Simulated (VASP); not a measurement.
Level of theory: r2SCAN meta-GGA, VASP's PBE PAW potentials (set 64) (plane waves; VASP 6.6.1).

A VASP calculation is set up with these files.

### POSCAR
```
MoSb
1.0
  3.8090000000   0.0000000000   0.0000000000
  0.0000000000   3.8090000000   0.0000000000
  0.0000000000   0.0000000000   3.8090000000
Mo Sb
1 1
Cart
  0.0000000000   0.0000000000   0.0000000000
  1.9045000000   1.9045000000   1.9045000000
```

### INCAR
```
SYSTEM  =  MoSb
PREC  =  Accurate; ENCUT  =  400; LREAL  =  .False.
LASPH  =  .True.
EDIFF  =  1E-6; NELM  =  100; ALGO  =  Normal
LMAXMIX  =  4; LMIXTAU  =  .True.
ISMEAR  =  1; SIGMA  =  0.1
METAGGA  =  R2SCAN
IBRION  =  2; NSW  =  60; ISIF  =  3
EDIFFG  =  -0.01
LWAVE  =  .False.; LCHARG  =  .False.
```

**KPOINTS**
```
Automatic mesh
0
Gamma
9 9 9
0 0 0
```

POTCAR, in this order: Mo_sv Sb (PBE.64 set). Program: vasp_std.

Energy and stress use the plane-wave basis of the starting cell. Unless said otherwise, spin-orbit coupling is left out, though it shifts the bands of the heavy elements here.

**Question.** Estimate the energy per atom (σ→0), volume per atom, band gap (on the k-mesh).

**Answer.** 
```json
{
  "energy per atom (σ→0)": "-25566 meV/atom",
  "band gap (on the k-mesh)": "none (metal, semimetal or under 0.01 eV)",
  "volume_per_atom": "18.05 Å³/atom"
}
```

OSZICAR:
```
...
DAV:   4    -0.511317765379E+02    0.49938E-03   -0.23438E-03  1010   0.395E-01    0.516E-02
DAV:   5    -0.511318530261E+02   -0.76488E-04   -0.60217E-04   920   0.241E-01    0.385E-02
DAV:   6    -0.511317805435E+02    0.72483E-04   -0.65463E-04   940   0.230E-01    0.199E-02
DAV:   7    -0.511320199368E+02   -0.23939E-03   -0.14373E-04   930   0.112E-01    0.317E-03
DAV:   8    -0.511320223453E+02   -0.24084E-05   -0.51421E-06  1040   0.243E-02    0.134E-03
DAV:   9    -0.511320242837E+02   -0.19384E-05   -0.18735E-06   580   0.165E-02    0.697E-04
DAV:  10    -0.511320242775E+02    0.61741E-08   -0.13374E-07   465   0.400E-03
   5 F= -.51132024E+02 E0= -.51131896E+02  d E =-.241404E+01
```

The structure was generated: MoSb was put into the CsCl type type (Pm-3m), which need not be its known phase. This run relaxes it. Symmetry was kept, so distortions that lower it aren't found. The electron count is odd and the run is not spin-polarised, which forces a metal.
